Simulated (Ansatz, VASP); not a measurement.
One calculation of Na2YCuCl6, two programs

Contents of INCAR:

```
SYSTEM = Na2YCuCl6
ALGO = Fast
EDIFF = 1E-7
ENCUT = 520
GGA = PS
ISIF = 2
ISMEAR = 0
LASPH = .TRUE.
LCHARG = .FALSE.
LREAL = .FALSE.
LWAVE = .FALSE.
NBANDS = 50
NELM = 100
PREC = Accurate
SIGMA = 0.01
```

File KPOINTS:

```
k-points
0
G
  3 3 3
  0 0 0
```

Contents of POSCAR:

```
Na2YCuCl6
1.0
    0.0000000000      5.1236170000      5.1236170000
    5.1236170000      0.0000000000      5.1236170000
    5.1236170000      5.1236170000      0.0000000000
Na Y Cu Cl
2 1 1 6
Direct
    0.7500000000      0.7500000000      0.7500000000
    0.2500000000      0.2500000000      0.2500000000
    0.0000000000      0.0000000000      0.0000000000
    0.5000000000      0.5000000000      0.5000000000
    0.7443940000      0.2556060000      0.2556060000
    0.2556060000      0.2556060000      0.7443940000
    0.2556060000      0.7443940000      0.7443940000
    0.2556060000      0.7443940000      0.2556060000
    0.7443940000      0.2556060000      0.7443940000
    0.7443940000      0.7443940000      0.2556060000
```

Input for Ansatz:

```yaml
crystal:
  lattice:
    - [0.0, 5.123617, 5.123617]
    - [5.123617, 0.0, 5.123617]
    - [5.123617, 5.123617, 0.0]
  atoms:
    - { symbol: Na, position: [0.75, 0.75, 0.75] }
    - { symbol: Na, position: [0.25, 0.25, 0.25] }
    - { symbol: "Y", position: [0.0, 0.0, 0.0] }
    - { symbol: Cu, position: [0.5, 0.5, 0.5] }
    - { symbol: Cl, position: [0.744394, 0.255606, 0.255606] }
    - { symbol: Cl, position: [0.255606, 0.255606, 0.744394] }
    - { symbol: Cl, position: [0.255606, 0.744394, 0.744394] }
    - { symbol: Cl, position: [0.255606, 0.744394, 0.255606] }
    - { symbol: Cl, position: [0.744394, 0.255606, 0.744394] }
    - { symbol: Cl, position: [0.744394, 0.744394, 0.255606] }
basis:
  ecutwfc: 420.0
kpoints:
  mp_grid:
    grid: [3, 3, 3]
  band_path:
    path:
      - [0.375, 0.375, 0.75]
      - [0.0, 0.0, 0.0]
      - [0.5, 0.5, 0.5]
      - [0.5, 0.25, 0.75]
      - [0.5, 0.0, 0.5]
    npoints: 6
hamiltonian:
  xc: pbesol
scf:
  max_iter: 50
  n_extra_bands: 8
  occupations:
    method: fixed
output:
  populations: true
  eigenvalues: true
```

The cell comes from a database or a generator and needn't be the stable form of this composition.

Alike in both runs: task single point; functional PBEsol; k mesh 3 × 3 × 3; no spin polarisation.

```csv
,VASP,Ansatz
version,VASP 6.6.1,Ansatz 0.2.0
potentials or method,"VASP PAW PBE potentials, release 64 (Na_pv, Y_sv, Cu, Cl)","plane waves, PAW"
plane-wave cutoff (eV),520,420
occupations,"gaussian, width 0.01 eV",fixed
valence electrons in the cell,78,90
```

```csv
,VASP,Ansatz,Ansatz less VASP
gap on the k mesh at the Fermi level (eV),1.62,1.64,+0.019
```

The two sets of potentials don't hold the same shells in valence.

Caveats: an odd mesh through Γ misses points on the zone boundary, where band edges often lie. As with any semilocal functional, this PBEsol gap is likely too small.
